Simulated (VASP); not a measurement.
These are vdW-DF-cx, VASP's PBE PAW potentials (set 64) (plane waves; VASP) values and carry that method's errors.

VASP input:

INCAR:
```
! general
SYSTEM   = Ge
PREC     = Accurate
ENCUT    = 520   ! plane-wave cut-off (eV)
LREAL    = .FALSE.   ! projection in real space or not
LASPH    = .TRUE.

! electronic loop
EDIFF    = 1E-6
NELM     = 100   ! most electronic steps
ALGO     = Normal   ! blocked Davidson
LMAXMIX  = 4   ! l cut-off of mixed one-centre charges

! smearing
ISMEAR   = 1
SIGMA    = 0.1   ! width (eV)

! functional
GGA      = CX
LUSE_VDW = .TRUE.
AGGAC    = 0.0

! ions
IBRION   = 2
NSW      = 60   ! most ionic steps
ISIF     = 3   ! ions, shape and volume
EDIFFG   = -0.01

! output
LWAVE    = .FALSE.
LCHARG   = .FALSE.
```

KPOINTS:
```
Automatic mesh
0
Gamma
10 10 10
0 0 0
```

File POSCAR:
```
Ge
1
    0.0000000000     2.8414483509     2.8414483509
    2.8414483509     0.0000000000     2.8414483509
    2.8414483509     2.8414483509     0.0000000000
Ge
2
Direct
  0.0000000000   0.0000000000   0.0000000000
  0.2500000000   0.2500000000   0.2500000000
```

POTCAR, in this order: Ge_d (PBE.64 set). Program: vasp_std.

What VASP printed:

OSZICAR:
```
       N       E                     dE             d eps       ncg     rms          rms(c)
DAV:   1     0.168348507490E+03    0.16835E+03   -0.15273E+04  1716   0.418E+03
DAV:   2     0.178228714342E+02   -0.15053E+03   -0.14821E+03  1708   0.541E+02
DAV:   3    -0.210371489648E+01   -0.19927E+02   -0.19749E+02  1838   0.146E+02
DAV:   4    -0.273931597373E+01   -0.63560E+00   -0.63369E+00  1948   0.301E+01
DAV:   5    -0.275025704542E+01   -0.10941E-01   -0.10940E-01  1892   0.407E+00    0.314E+00
DAV:   6    -0.266587933857E+01    0.84378E-01   -0.35043E-02  1798   0.205E+00    0.184E+00
DAV:   7    -0.262424282965E+01    0.41637E-01   -0.74854E-02  1784   0.254E+00    0.163E-01
DAV:   8    -0.262569710222E+01   -0.14543E-02   -0.58475E-03  1880   0.109E+00    0.447E-02
DAV:   9    -0.262588344605E+01   -0.18634E-03   -0.32841E-04  1870   0.244E-01    0.169E-02
DAV:  10    -0.262588837046E+01   -0.49244E-05   -0.20350E-05  2492   0.508E-02    0.649E-03
DAV:  11    -0.262589087813E+01   -0.25077E-05   -0.57116E-06  1404   0.250E-02    0.219E-03
DAV:  12    -0.262589086394E+01    0.14186E-07   -0.19474E-07   986   0.780E-03
   1 F= -.26258909E+01 E0= -.26259034E+01  d E =-.262589E+01
       N       E                     dE             d eps       ncg     rms          rms(c)
DAV:   1    -0.262681661758E+01   -0.92574E-03   -0.13090E-02  2234   0.238E+00    0.179E-01
DAV:   2    -0.262612708582E+01    0.68953E-03   -0.97187E-04  2196   0.656E-01    0.889E-02
DAV:   3    -0.262591128204E+01    0.21580E-03   -0.36861E-04  2224   0.355E-01    0.210E-02
DAV:   4    -0.262589809814E+01    0.13184E-04   -0.43392E-05  2156   0.139E-01    0.444E-03
DAV:   5    -0.262589754882E+01    0.54933E-06   -0.30637E-06  1274   0.358E-02
   2 F= -.26258975E+01 E0= -.26259113E+01  d E =-.668487E-05
       N       E                     dE             d eps       ncg     rms          rms(c)
DAV:   1    -0.262602346496E+01   -0.12537E-03   -0.17150E-03  2242   0.861E-01    0.648E-02
DAV:   2    -0.262593375381E+01    0.89711E-04   -0.12945E-04  2196   0.239E-01    0.321E-02
DAV:   3    -0.262590475274E+01    0.29001E-04   -0.49130E-05  2216   0.130E-01    0.752E-03
DAV:   4    -0.262590193548E+01    0.28173E-05   -0.56140E-06  1744   0.503E-02    0.153E-03
DAV:   5    -0.262590195418E+01   -0.18696E-07   -0.38914E-07   848   0.128E-02
   3 F= -.26259020E+01 E0= -.26259153E+01  d E =-.110902E-04
```

**OUTCAR**
```
------------------------ aborting loop because EDIFF is reached ----------------------------------------
  FORCE on cell =-STRESS in cart. coord.  units (eV):
  Direction    XX          YY          ZZ          XY          YZ          ZX
  --------------------------------------------------------------------------------------
  Total       -0.0113589     -0.0113589     -0.0113589      0.0000000      0.0000000      0.0000000
  in kB       -0.3970766     -0.3970766     -0.3970766      0.0000000      0.0000000      0.0000000
  external PRESSURE =      -0.3970766 kB  Pullay stress =       0.0000000 kB
  volume of cell :       45.83
      direct lattice vectors                 reciprocal lattice vectors
    -0.000000000  2.840404844  2.840404844    -0.176031245  0.176031245  0.176031245
     2.840404844  0.000000000  2.840404844     0.176031245 -0.176031245  0.176031245
     2.840404844  2.840404844 -0.000000000     0.176031245  0.176031245 -0.176031245
 POSITION                                       TOTAL-FORCE (eV/Angst)
 -----------------------------------------------------------------------------------
      0.00000      0.00000      0.00000         0.000000      0.000000      0.000000
      1.42020      1.42020      1.42020        -0.000000     -0.000000     -0.000000
 -----------------------------------------------------------------------------------
    total drift:                                0.000000     -0.000000      0.000000
  FREE ENERGIE OF THE ION-ELECTRON SYSTEM (eV)
  ---------------------------------------------------
  free  energy   TOTEN  =        -2.6259019542 eV

  energy  without entropy=       -2.6259420453  energy(sigma->0) =       -2.62591532

 reached required accuracy - stopping structural energy minimisation
```
(Selected blocks of OUTCAR.)

CONTCAR:
```
Ge
   1.00000000000000
    -0.0000000000000000    2.8404048443480279    2.8404048443480279
     2.8404048443480279    0.0000000000000000    2.8404048443480279
     2.8404048443480279    2.8404048443480279   -0.0000000000000000
  Ge
     2
Direct
     0.0000000000000000    0.0000000000000000    0.0000000000000000
     0.2500000000000000    0.2500000000000000    0.2500000000000000
```

The compound is Ge in the diamond structure. This run relaxes it. Symmetry was kept, so distortions that lower it aren't found. The start is the result of an earlier pass.
